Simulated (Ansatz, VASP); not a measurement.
# Cross-check of B2O3 (glassy B2O3) between VASP and Ansatz

Aim: how closely do two programs agree when they are given the same cell, functional and k mesh? The cell is taken from a series of runs on this material, whose earlier steps may have relaxed, scaled, displaced or heated it; both programs get it as it stands.

Main program and level: Ansatz 0.2.0; plane waves, with VASP 6.6.1 beside it; single point at PBEsol.

### 1. The starting structure

The cell holds 130 atoms: 52 B and 78 O. Cell: a = 11.435 Å, b = 11.435 Å, c = 11.435 Å, α = 90.0°, β = 90.0°, γ = 90.0°. As first built, before any earlier steps moved the atoms (in the runner's words): 130 atoms (52 B, 78 O) placed at random at 1.93 g/cm^3, melted at 3000 K for 20 ps at fixed volume with the Buckingham and Coulomb pair potential of Guillot and Sator (Geochim. Cosmochim. Acta 71, 1249 (2007)) with the boron terms of Wang et al. (J. Non-Cryst. Solids 498, 294 (2018)). Quenched from 3000 K to 300 K at 20 K/ps and fixed volume, held 10 ps at zero pressure.

### 2. Ansatz: single point, PBEsol, pair 1

Ansatz runs on its default PAW (the set named soft_2) files.

A single point gives forces, pressure and levels at one fixed geometry, so differences don't come from the geometry; what else differs is listed under the comparison.

The input, input.yaml:

```yaml
crystal:
  lattice:
    - [11.43473, 0.0, 0.0]
    - [0.0, 11.43473, 0.0]
    - [0.0, 0.0, 11.43473]
  atoms:
    - { symbol: B, position: [0.51544, 0.68886, 0.98579] }
    - { symbol: B, position: [0.41034, 0.2517, 0.61301] }
    - { symbol: B, position: [0.28165, 0.53492, 0.53339] }
    - { symbol: B, position: [0.74954, 0.22301, 0.88427] }
    - { symbol: B, position: [0.14178, 0.21475, 0.2535] }
    - { symbol: B, position: [0.88537, 0.71704, 0.96878] }
    - { symbol: B, position: [0.88503, 0.66552, 0.4051] }
    - { symbol: B, position: [0.73202, 0.32914, 0.34138] }
    - { symbol: B, position: [0.54184, 0.92951, 0.86949] }
    - { symbol: B, position: [0.29569, 0.74581, 0.60966] }
    - { symbol: B, position: [0.83092, 0.42629, 0.83553] }
    - { symbol: B, position: [0.40714, 0.39673, 0.22158] }
    - { symbol: B, position: [0.0582, 0.43319, 0.21278] }
    - { symbol: B, position: [0.69922, 0.41111, 0.13031] }
    - { symbol: B, position: [0.78844, 0.10979, 0.37497] }
    - { symbol: B, position: [0.5581, 0.03926, 0.2416] }
    - { symbol: B, position: [0.0313, 0.33841, 0.89141] }
    - { symbol: B, position: [0.39316, 0.0325, 0.98864] }
    - { symbol: B, position: [0.07758, 0.95237, 0.75313] }
    - { symbol: B, position: [0.18804, 0.83633, 0.32367] }
    - { symbol: B, position: [0.02328, 0.10732, 0.91631] }
    - { symbol: B, position: [0.86926, 0.96308, 0.23849] }
    - { symbol: B, position: [0.57254, 0.82036, 0.16504] }
    - { symbol: B, position: [0.20448, 0.34805, 0.61442] }
    - { symbol: B, position: [0.49538, 0.08373, 0.46259] }
    - { symbol: B, position: [0.67732, 0.08403, 0.058] }
    - { symbol: B, position: [0.15096, 0.03906, 0.3924] }
    - { symbol: B, position: [0.03624, 0.97521, 0.08567] }
    - { symbol: B, position: [0.39206, 0.76666, 0.34181] }
    - { symbol: B, position: [0.25241, 0.66109, 0.98872] }
[... 94 atom lines left out ...]
    - { symbol: O, position: [0.09455, 0.30371, 0.63782] }
    - { symbol: O, position: [0.78522, 0.52795, 0.78917] }
    - { symbol: O, position: [0.95661, 0.93437, 0.16313] }
    - { symbol: O, position: [0.00797, 0.22077, 0.88115] }
    - { symbol: O, position: [0.17035, 0.00143, 0.6955] }
    - { symbol: O, position: [0.78433, 0.90002, 0.62485] }
kpoints:
  mp_grid: { grid: [1, 1, 1] }
hamiltonian:
  xc: pbesol
scf:
  occupations: { method: fixed }
output:
  forces: true
  stress: true
  populations: true
  dos:
    method: { smearing: { sigma: 0.15 } }
    de: 0.1
    projected: { site_lists: { B: [B], O: [O] } }
  eigenvalues: true
  write_density: true
  write_potential: true
  volumetric_format: npy
```

On the command line:

```
$ ansatz run input.yaml --threads 4 --pin off --max-ram 8192MiB --backend cpu --events-out ev --progress --plain --runs-dir out
```

Numbers of over 12 decimals in the logs are rounded to 6 here.

Output:

```text
Engine: ansatz 0.2.0, x86_64-unknown-linux-gnu
Pseudopotentials: kind: paw
Pseudopotential: B, paw, valence charge 3, recommended cutoff 420 eV (normal), B.paw.azcp
Pseudopotential: O, paw, valence charge 6, recommended cutoff 420 eV (normal), O.paw.azcp
Functional definition: PBEsol
  exchange = pbesol_x
  correlation = pbesol_c
Crystal: 130 atoms, lattice volume = 1495.126 Å³
Basis set: ecut = 420 eV, 29279 PW (Γ), exchange–correlation on 160×160×160 points (8 copies of the dense FFT grid, shifted against one another)
Bands: 442, of which v1, the nominal top of the filled ones, is band 312 counted from 1 (311 counted from 0)
Symmetry: 1 space group operations
Space group: P1 (ITA 1), of the structure as read, at distance tolerance 1.1e-4 Å
k-points: 1
Non-local potential: B, projectors of the file, l = 0: 2, l = 1: 2, l = 2: 1
Non-local potential: O, projectors of the file, l = 0: 2, l = 1: 2, l = 2: 1
PAW form: soft (Blöchl's): semilocal exchange-correlation on the pseudo side does not see the compensation charge
PAW frozen core: B, regenerated for the run's functional, and the local potential with it (the file was generated under x = pbe(κ = 0.804, μ = 0.219515), c = pbe(β = 0.066725))
PAW frozen core: O, regenerated for the run's functional, and the local potential with it (the file was generated under x = pbe(κ = 0.804, μ = 0.219515), c = pbe(β = 0.066725))
PAW one-centre angular grid: B, 110 points (default); XC on 64 Gauss nodes
PAW one-centre angular grid: O, 110 points (default); XC on 64 Gauss nodes
Initial density: superposition of atomic densities (neutral atoms: chi_scale 0, normalization atom), corrected by the library's trained network
Initial wavefunctions: pseudopotential atomic-orbital guess
Functional: x = pbesol(κ = 0.804, μ = 0.123457), c = pbesol(β = 0.046)
SCF iter   1: F=—  HF=-51791.380381 eV  |F-HF|=—  |Δ(HF+E_count)|=         —  Δρ=1.22e-2  dr2=1.71e0  ethr=1.77e-3  ⟨swp⟩=5.0  Hψ=1536  notcnv=0  defer=126
preconditioner: auto → Resta (q_TF=auto, 2.359 Å⁻¹)  ε∞=3.0  [insulator: Δε(μ)=5.441 eV  Ē_g=17.015 eV  n_scr=340 (ndim 8)  ℏωp=24.0 eV  f_vac=0.197  ε∞_Penn≈3.0]
SCF iter   2: F=—  HF=-51790.926122 eV  |F-HF|=—  |Δ(HF+E_count)|=   4.54e-1  Δρ=2.39e-3  dr2=5.24e-2  ethr=2.74e-4  ⟨swp⟩=2.0  Hψ=745  notcnv=0  defer=128
SCF iter   3: F=—  HF=-51790.929492 eV  |F-HF|=—  |Δ(HF+E_count)|=   3.37e-3  Δρ=1.16e-3  dr2=1.80e-2  ethr=8.40e-6  ⟨swp⟩=3.0  Hψ=494  notcnv=0  defer=128
SCF iter   4: F=—  HF=-51790.932182 eV  |F-HF|=—  |Δ(HF+E_count)|=   2.69e-3  Δρ=2.72e-4  dr2=9.54e-4  ethr=2.88e-6  ⟨swp⟩=3.0  Hψ=515  notcnv=0  defer=128
SCF iter   5: F=—  HF=-51790.932406 eV  |F-HF|=—  |Δ(HF+E_count)|=   2.23e-4  Δρ=1.32e-4  dr2=2.24e-4  ethr=1.53e-7  ⟨swp⟩=2.0  Hψ=632  notcnv=0  defer=128
SCF iter   6: F=—  HF=-51790.932536 eV  |F-HF|=—  |Δ(HF+E_count)|=   1.31e-4  Δρ=3.08e-5  dr2=1.61e-5  ethr=3.59e-8  ⟨swp⟩=2.0  Hψ=566  notcnv=0  defer=128
SCF iter   7: F=—  HF=-51790.932705 eV  |F-HF|=—  |Δ(HF+E_count)|=   1.68e-4  Δρ=1.36e-5  dr2=2.42e-6  ethr=2.59e-9  ⟨swp⟩=2.0  Hψ=684  notcnv=0  defer=128
SCF iter   8: F=—  HF=-51790.932706 eV  |F-HF|=—  |Δ(HF+E_count)|=   1.60e-6  Δρ=5.46e-6  dr2=3.82e-7  ethr=3.88e-10  ⟨swp⟩=2.0  Hψ=632  notcnv=0  defer=128
SCF iter   9: F=-51790.932707 eV  HF=-51790.932707 eV  |F-HF|=5.55e-8  |Δ(HF+E_count)|=   3.94e-7  Δρ=1.33e-6  dr2=3.16e-8  ethr=1.60e-11  ⟨swp⟩=22.0  Hψ=4232  notcnv=0
SCF 1 converged in 9 iterations: F = -51790.932707 eV  dr2 = 3.16e-8
  greatest PAW one-centre occupation: 0.865 electrons in one spin orbital (limit 2), on the O atom at site 60 (counted from 0), in its partial waves of l = 0
SCF converged after 9 iterations
Free energy (F): -51790.932707 eV
Harris-Foulkes:  -51790.932707 eV  (|F-HF|=5.55e-8)
Internal energy: -51790.932707 eV  (E = F + TS)
E sigma→0 (E₀):  -51790.932707 eV
Fermi energy:    0.900381 eV
--- Per-component energies (eV) ---
  E_band       = -4095.806099
  E_kinetic    = 16244.057489
  E_local      = -46101.559108  (includes V_loc(G=0)·N_el)
  E_nonlocal   = 4408.989621
  E_hartree    = 16762.888866
  E_xc         = -7251.203541
  E_vxc        = -9145.590358  (∫ρ·V_xc dr)
  E_paw        = -15895.564469  (= ΣΔE_a)
  E_vpaw       = -3027.680425  (= ΣTr[D̂ρ^β])
  E_aug_tail   = 0.201017  (compensation charges beyond the density's cutoff)
  E_ewald      = -19962.260006
  E_core_change = 3.517425  (= ΣΔE_core)
  E_smearing   = -0.000000  (= −TS)
  E_closure    = 0.000000  (closes the sum)
  Σ components = -51790.932707   (vs F -51790.932707, Δ=0.00e0)
--- Forces (eV/Å), atoms counted from 1 ---
  atom   1  B     -0.00368378    -0.00057320     0.00839316
  atom   2  B     -0.01259353    -0.04445525     0.02955622
  atom   3  B     -0.01641343    -0.00753137    -0.01465100
  atom   4  B     -0.00624593    -0.00710101    -0.00326014
  atom   5  B      0.01601872    -0.00334677    -0.01203192
[...]
atom 109  O     -0.03797240     0.02336576     0.00228385
  atom 110  O      0.00274667    -0.00037792     0.00915145
  atom 111  O      0.01724296     0.00630952    -0.03202208
  atom 112  O      0.04419762    -0.00323300    -0.00864546
  atom 113  O      0.00513523     0.00151925    -0.00078448
  atom 114  O      0.01224567     0.01432998     0.01900463
  atom 115  O      0.00407218     0.00109852     0.00627228
  atom 116  O      0.00487841     0.00444866    -0.00117235
  atom 117  O      0.01277439    -0.00691416    -0.01467556
  atom 118  O      0.00141569     0.00717808    -0.00414450
  atom 119  O      0.00255311     0.00599894    -0.00295078
  atom 120  O     -0.00235552    -0.00517151    -0.00386045
  atom 121  O      0.00366046     0.00782032    -0.01555370
  atom 122  O     -0.01637543    -0.02559221    -0.00174360
  atom 123  O      0.01388537    -0.00817224     0.00335124
  atom 124  O      0.00315924    -0.00124135     0.00563240
  atom 125  O      0.00188369     0.00151759     0.00949626
  atom 126  O      0.01175475    -0.00627284    -0.00161489
  atom 127  O     -0.00239517     0.00017908     0.01177945
  atom 128  O      0.01899049     0.01156044     0.01076120
  atom 129  O     -0.03155866    -0.02098962    -0.01373924
  atom 130  O     -0.01623474    -0.00352065    -0.00130915
  max |Σ_I F_I| component: 2.17e-5 eV/Å
--- Stress (GPa, compression-positive) ---
       -0.126039       0.640737      -0.267280
        0.640739      -4.804344      -0.840729
       -0.267296      -0.840739      -2.187693
  P = ⅓ Tr σ = -2.3727 GPa (-23.727 kbar)
--- Band table (eV) ---
  k-point 0: bands = [... 308 lower, 0.7784, 0.8043, 0.8325, 0.9004, 6.4603, 6.5256, 6.6796, 6.8313, ... 126 higher]
--- Löwdin populations: 130 sites ---
  site symbol       q [e]
     0      B      2.3648
     1      B      2.3357
     2      B      2.3287
     3      B      2.3421
     4      B      2.3294
     5      B      2.3268
     6      B      2.3397
     7      B      2.3277
     8      B      2.3264
     9      B      2.3497
    10      B      2.3583
    11      B      2.3337
    12      B      2.3328
    13      B      2.3216
    14      B      2.3297
    15      B      2.3706
    16      B      2.3470
    17      B      2.3294
    18      B      2.3493
    19      B      2.3446
    20      B      2.3406
    21      B      2.3522
    22      B      2.3669
    23      B      2.3275
[...]
122      O      6.3741
   123      O      6.3740
   124      O      6.3670
   125      O      6.3596
   126      O      6.3458
   127      O      6.3593
   128      O      6.3766
   129      O      6.3618
  spilling = 0.009412 (of n_electrons = 624.000000)
```

In the SCF lines HF is the Harris–Foulkes energy and dr2 the Hartree energy of the density residual, in eV; the loop may stop once dr2 is under the threshold and the program's other checks hold. Hψ counts applications of the Hamiltonian.

### 3. VASP: single point, PBEsol, pair 1

The same cell, functional and mesh now go to VASP, with its own data sets.

Lines of VASP's logs that name or quote its potential files are left out, and so is its time.

The input, INCAR:

```
SYSTEM = B2O3
PREC = Accurate
ENCUT = 600
EDIFF = 1E-06
NELM = 120
ISMEAR = 0
SIGMA = 0.01
LREAL = Auto
ALGO = Normal
GGA = PS
NBANDS = 416
LORBIT = 11
LWAVE = .FALSE.
LCHARG = .FALSE.
ISIF = 2
LASPH = .TRUE.
GGA_COMPAT = .FALSE.
EFERMI = MIDGAP
NCORE = 4
```

The input, POSCAR:

```
B2O3
1.0
   11.4347300000      0.0000000000      0.0000000000
    0.0000000000     11.4347300000      0.0000000000
    0.0000000000      0.0000000000     11.4347300000
B O
52 78
Direct
    0.5154400000      0.6888600000      0.9857900000
    0.4103400000      0.2517000000      0.6130100000
    0.2816500000      0.5349200000      0.5333900000
    0.7495400000      0.2230100000      0.8842700000
    0.1417800000      0.2147500000      0.2535000000
    0.8853700000      0.7170400000      0.9687800000
    0.8850300000      0.6655200000      0.4051000000
    0.7320200000      0.3291400000      0.3413800000
    0.5418400000      0.9295100000      0.8694900000
    0.2956900000      0.7458100000      0.6096600000
    0.8309200000      0.4262900000      0.8355300000
    0.4071400000      0.3967300000      0.2215800000
    0.0582000000      0.4331900000      0.2127800000
    0.6992200000      0.4111100000      0.1303100000
    0.7884400000      0.1097900000      0.3749700000
    0.5581000000      0.0392600000      0.2416000000
    0.0313000000      0.3384100000      0.8914100000
    0.3931600000      0.0325000000      0.9886400000
    0.0775800000      0.9523700000      0.7531300000
    0.1880400000      0.8363300000      0.3236700000
    0.0232800000      0.1073200000      0.9163100000
    0.8692600000      0.9630800000      0.2384900000
    0.5725400000      0.8203600000      0.1650400000
    0.2044800000      0.3480500000      0.6144200000
    0.4953800000      0.0837300000      0.4625900000
    0.6773200000      0.0840300000      0.0580000000
    0.1509600000      0.0390600000      0.3924000000
    0.0362400000      0.9752100000      0.0856700000
    0.3920600000      0.7666600000      0.3418100000
    0.2524100000      0.6610900000      0.9887200000
[... 94 atom lines left out ...]
    0.0945500000      0.3037100000      0.6378200000
    0.7852200000      0.5279500000      0.7891700000
    0.9566100000      0.9343700000      0.1631300000
    0.0079700000      0.2207700000      0.8811500000
    0.1703500000      0.0014300000      0.6955000000
    0.7843300000      0.9000200000      0.6248500000
```

The input, KPOINTS:

```
Automatic mesh
0
Gamma
1 1 1
0 0 0
```

PAW data sets: B and O (PBE family, release 64).

On the command line:

```
$ mpirun -np 16 vasp_gam
```

Output:

```text
[banner, memory and clock lines left out]
running   16 mpi-ranks, on    1 nodes
[...]
|                                                                             |
|               ----> ADVICE to this user running VASP <----                  |
|                                                                             |
|     You enforced a specific xc type in the INCAR file but a different       |
|     [... a line on the potential file left out ...]
|     I HOPE YOU KNOW WHAT YOU ARE DOING!                                     |
|                                                                             |

 LDA part: xc-table for (Slater+PW92), standard interpolation
 POSCAR, INCAR and KPOINTS ok, starting setup
[...]
entering main loop
       N       E                     dE             d eps       ncg     rms          rms(c)
DAV:   1     0.609017518681E+04    0.60902E+04   -0.40709E+05   848   0.166E+03
DAV:   2    -0.631056567661E+03   -0.67212E+04   -0.64306E+04  1024   0.402E+02
DAV:   3    -0.115806227615E+04   -0.52701E+03   -0.52175E+03   968   0.117E+02
DAV:   4    -0.116783444566E+04   -0.97722E+01   -0.97394E+01   968   0.170E+01
[...]
DAV:  16    -0.107701622025E+04   -0.56188E-05   -0.10789E-04   920   0.268E-02    0.151E-02
DAV:  17    -0.107701621765E+04    0.25982E-05   -0.14742E-05   944   0.122E-02    0.594E-03
DAV:  18    -0.107701621782E+04   -0.16839E-06   -0.45626E-06   896   0.589E-03
   1 F= -.10770162E+04 E0= -.10770162E+04  d E =0.000000E+00
```

Parts of OUTCAR (step 3):

```text
  FREE ENERGIE OF THE ION-ELECTRON SYSTEM (eV)
  ---------------------------------------------------
  free  energy   TOTEN  =     -1077.0162178183 eV

  energy  without entropy=    -1077.0162178183  energy(sigma->0) =    -1077.01621782
```

The run ends at a pressure of -2.31 GPa, with forces up to 0.12 eV/Å.

### 4. Differences

Known differences besides the potentials themselves: fixed occupations in Ansatz, narrow Gaussian smearing in VASP; the cutoff is 420 eV in Ansatz and 600 eV in VASP (PREC = Accurate, projectors in real space); Ansatz makes its cores anew for this functional, VASP keeps those of its PBE data sets. Total energies have different zeros and are not compared.

Compared:

```
              quantity  Ansatz   VASP  difference
        pressure (GPa)   -2.37  -2.31       -0.06
gap on the k mesh (eV)   5.560  5.526      +0.034
```

Forces on 7 of the 130 atoms, those with the largest forces and the largest differences (eV/Å; atoms numbered as in POSCAR):

```csv
atom,"Ansatz x, y, z","VASP x, y, z"
B2,"-0.013, -0.044, 0.030","0.033, -0.089, -0.011"
B4,"-0.006, -0.007, -0.003","-0.067, -0.020, 0.062"
B12,"-0.002, -0.002, 0.001","0.025, -0.070, -0.050"
B27,"-0.040, 0.011, 0.029","-0.077, 0.080, 0.034"
B36,"0.002, -0.006, 0.015","0.049, -0.060, 0.035"
B44,"0.011, -0.009, -0.009","-0.030, -0.079, -0.046"
B45,"0.033, 0.032, 0.015","0.088, 0.062, -0.003"
```

The forces differ by 22 meV/Å r.m.s., which is 84.5 % of the r.m.s. force of 0.026 eV/Å (both taken over all components). A gap on the mesh is an upper bound, since the band edges may lie between its points.

[end of part 1 of 2]

[Lines on the potential files, build, host, timing and source positions are cut from VASP's logs without a mark.]

[Logs are printed without paths, hosts, clocks, repeated set-up lines and the standing remarks that a program may print on its own settings, such as how far it seeks lower states.]

[Hosts, paths, dates, database ids (printed as entryN), source tags and the programs' standing remarks are cut or masked in the printed files.]
